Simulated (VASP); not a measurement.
Here is the system:

```
CELL_PARAMETERS angstrom
      4.62727     0.00000     0.00000
      0.00000     3.02941     0.00000
      0.00000     0.00000     4.85827
ATOMIC_POSITIONS crystal
  Hf 0.25000 0.50000 0.27040
  Hf 0.75000 0.50000 0.72960
  Ir 0.75000 0.00000 0.20886
  Ir 0.25000 0.00000 0.79114
```

These are PBEsol GGA, VASP's PBE PAW potentials (set 64) (plane waves; VASP) values and carry that method's errors. Run with 400 eV cut-off, Gaussian smearing of 0.050 eV, potentials Hf_pv Ir.

### Question
Give the energies of bands 9 to 22 at the high-symmetry points, in eV from the Fermi level.

### Answer

```json
[
 {"band": "9", "Γ": "-5.83", "X": "-5.04", "S": "-5.00", "Y": "-4.18", "Z": "-5.14", "U": "-4.88", "R": "-5.89", "T": "-4.96"},
 {"band": "10", "Γ": "-5.60", "X": "-5.04", "S": "-5.00", "Y": "-4.09", "Z": "-5.05", "U": "-4.88", "R": "-5.89", "T": "-4.93"},
 {"band": "11", "Γ": "-5.57", "X": "-4.16", "S": "-3.76", "Y": "-3.89", "Z": "-4.35", "U": "-4.21", "R": "-4.11", "T": "-4.33"},
 {"band": "12", "Γ": "-3.23", "X": "-4.16", "S": "-3.76", "Y": "-3.66", "Z": "-3.44", "U": "-4.21", "R": "-4.11", "T": "-3.70"},
 {"band": "13", "Γ": "-2.99", "X": "-2.62", "S": "-3.48", "Y": "-3.15", "Z": "-3.43", "U": "-2.87", "R": "-4.02", "T": "-3.37"},
 {"band": "14", "Γ": "-2.72", "X": "-2.62", "S": "-3.48", "Y": "-2.81", "Z": "-2.90", "U": "-2.87", "R": "-4.02", "T": "-3.08"},
 {"band": "15", "Γ": "-2.04", "X": "-2.55", "S": "-2.98", "Y": "-2.79", "Z": "-2.42", "U": "-2.16", "R": "-0.84", "T": "-2.89"},
 {"band": "16", "Γ": "-1.81", "X": "-2.55", "S": "-2.98", "Y": "-2.27", "Z": "-2.38", "U": "-2.16", "R": "-0.84", "T": "-2.56"},
 {"band": "17", "Γ": "-1.13", "X": "-1.72", "S": "-1.41", "Y": "-1.57", "Z": "-2.02", "U": "-1.36", "R": "0.61", "T": "-1.89"},
 {"band": "18", "Γ": "-0.94", "X": "-1.72", "S": "-1.41", "Y": "-1.45", "Z": "-1.57", "U": "-1.36", "R": "0.61", "T": "-1.01"},
 {"band": "19", "Γ": "-0.18", "X": "-0.27", "S": "0.56", "Y": "-1.36", "Z": "-0.57", "U": "-1.18", "R": "0.72", "T": "-0.25"},
 {"band": "20", "Γ": "0.53", "X": "-0.27", "S": "0.56", "Y": "-0.34", "Z": "0.56", "U": "-1.18", "R": "0.72", "T": "0.75"},
 {"band": "21", "Γ": "0.99", "X": "0.71", "S": "0.80", "Y": "-0.30", "Z": "0.66", "U": "-0.56", "R": "1.07", "T": "0.86"},
 {"band": "22", "Γ": "1.46", "X": "0.71", "S": "0.80", "Y": "0.88", "Z": "1.08", "U": "-0.56", "R": "1.07", "T": "1.33"}
]
```

It has no gap at this level: it comes out as a metal or semimetal.

The structure comes from a computed database's HfIr entry (Pmma); how it stands against other phases isn't given here. It was relaxed first.
